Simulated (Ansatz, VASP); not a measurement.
One calculation of Na2Al2O, two programs

Contents of INCAR:

```
SYSTEM = Na2Al2O
  PREC = Accurate
  ENCUT = 520
  EDIFF = 1E-6
  ISMEAR = 0
  SIGMA = 0.1
  LREAL = .FALSE.
  LASPH = .TRUE.
  NELM = 150
  ALGO = Normal
  ISIF = 2
  LWAVE = .FALSE.
  LCHARG = .TRUE.
  ISPIN = 2
  MAGMOM = 0 0 0 0 1
  LORBIT = 11
  GGA = PE
  LELF = .TRUE.
  LVHAR = .TRUE.
  NBANDS = 25
```

The input KPOINTS:

```
regular mesh
0
G
  6 6 6
  0 0 0
```

The input POSCAR:

```
Na2Al2O
1.0
   -1.8957647300      1.8957647300      4.5754706100
    1.8957647300     -1.8957647300      4.5754706100
    1.8957647300      1.8957647300     -4.5754706100
Na Al O
2 2 1
Direct
    0.6250064400      0.6250064400      0.0000000000
    0.3749935600      0.3749935600      0.0000000000
    0.2500000000      0.7500000000      0.5000000000
    0.7500000000      0.2500000000      0.5000000000
    0.0000000000      0.0000000000      0.0000000000
```

Input for Ansatz:

```yaml
crystal:
  lattice:
    - [-1.89576473, 1.89576473, 4.57547061]
    - [1.89576473, -1.89576473, 4.57547061]
    - [1.89576473, 1.89576473, -4.57547061]
  atoms:
    - { symbol: Na, position: [0.62500644, 0.62500644, 0.0] }
    - { symbol: Na, position: [0.37499356, 0.37499356, 0.0] }
    - { symbol: Al, position: [0.25, 0.75, 0.5] }
    - { symbol: Al, position: [0.75, 0.25, 0.5] }
    - { symbol: O, position: [0.0, 0.0, 0.0], spin: 1.0 }
basis:
  ecutwfc: 420
kpoints:
  mp_grid: { grid: [6, 6, 6] }
hamiltonian:
  xc: pbe
scf:
  occupations: { method: gaussian, width: 0.1 }
  lower_state_search: "off"
output:
  forces: true
  stress: true
  eigenvalues: true
  populations: true
magnetization:
  spin_polarized: true
```

Change from the starting cell: species swapped into the GdNi2P2 type (I4/mmm, No. 139).

Alike in both runs: task single point; functional PBE; k mesh 6 × 6 × 6; occupations gaussian, width 0.1 eV; collinear spin.

```csv
,VASP,Ansatz
version,VASP 6.6.1,Ansatz 0.2.0
potentials or method,"VASP PAW PBE potentials, release 64 (Na_pv, Al, O)","scalar-relativistic, plane waves, PAW"
plane-wave cutoff (eV),520,420
valence electrons in the cell,26,30
```

|  | VASP | Ansatz | Ansatz less VASP |
| --- | --- | --- | --- |
| gap on the k mesh at the Fermi level (eV) | none | none | - |
| rms of the force components (eV/Å) | 2.449 | 2.437 | -0.0121 |
| net moment per atom (μB) | 0.00 | 0.00 | 0.000 |

Atom by atom the forces differ by 0.012 eV/Å (rms over components). A gap of «none» marks a metal or a gap that the smearing closes. With one functional, cell and mesh, what is left measures potentials, basis and numerics. The two sets of potentials don't hold the same shells in valence. Ansatz warned: «seeded_moment_not_kept».

Caveats: the k mesh is coarse (spacing up to 0.39 Å⁻¹), so the values aren't converged; forces of over 1 eV/Å show positions far from the minimum, so gaps and moduli don't describe the material at rest.
